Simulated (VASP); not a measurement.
Calculation: PBEsol GGA, VASP's PBE PAW potentials (set 64) (plane waves; VASP).

VASP ran on this input.

INCAR:
```
# general
SYSTEM  = NiSi2
PREC    = Accurate
ENCUT   = 480
LREAL   = .FALSE.
LASPH   = .TRUE.

# electronic loop
EDIFF   = 1E-7
NELM    = 100
ALGO    = Normal
LMAXMIX = 4

# smearing
ISMEAR  = 1
SIGMA   = 0.1

# functional
GGA     = PS

# ions
IBRION  = 2
NSW     = 40
ISIF    = 3
EDIFFG  = -0.01
PSTRESS = 100

# output
LWAVE   = .FALSE.
LCHARG  = .FALSE.
```

### POSCAR
```
NiSi2
1
   -0.0000000000     2.6985092709     2.6985092709
    2.6985092709     0.0000000000     2.6985092709
    2.6985092709     2.6985092709    -0.0000000000
Si Ni
2 1
Direct
  0.2500000000   0.2500000000   0.2500000000
  0.7500000000   0.7500000000   0.7500000000
  0.0000000000   0.0000000000   0.0000000000
```

**KPOINTS**
```
Automatic mesh
0
Gamma
10 10 10
0 0 0
```

POTCAR, in this order: Si Ni (PBE.64 set). Program: vasp_std.

Energy and stress use the plane-wave basis of the starting cell.

Question: Estimate the energy per atom (σ→0), volume per atom, band gap (on the k-mesh).

Answer: 
| Item | Result |
|---|---|
| energy per atom (σ→0) | -6.307 eV/atom |
| band gap (on the k-mesh) | none (metal, semimetal or under 0.01 eV) |
| volume per atom | 12.38 Å³/atom |

OSZICAR:
```
...
DAV:   6    -0.189202511610E+02    0.14497E-02   -0.33422E-03  1850   0.101E+00    0.162E-01
DAV:   7    -0.189202637383E+02   -0.12577E-04   -0.15170E-04  1417   0.118E-01    0.884E-02
DAV:   8    -0.189202570028E+02    0.67355E-05   -0.43393E-05  1690   0.109E-01    0.165E-02
DAV:   9    -0.189202566380E+02    0.36476E-06   -0.23676E-06  1654   0.215E-02    0.116E-02
DAV:  10    -0.189202562113E+02    0.42670E-06   -0.19124E-07  1116   0.106E-02    0.602E-03
DAV:  11    -0.189202560779E+02    0.13342E-06   -0.14216E-07   797   0.528E-03    0.106E-03
DAV:  12    -0.189202560847E+02   -0.67996E-08   -0.47063E-08   706   0.412E-03
   3 F= -.16602915E+02 E0= -.16602189E+02  d E =-.741872E-01
```

The compound is NiSi2 in the fluorite structure. This run relaxes it under an external pressure of 10 GPa. Symmetry was kept, so distortions that lower it aren't found. The run is not spin-polarised, so no magnetic state was tried.
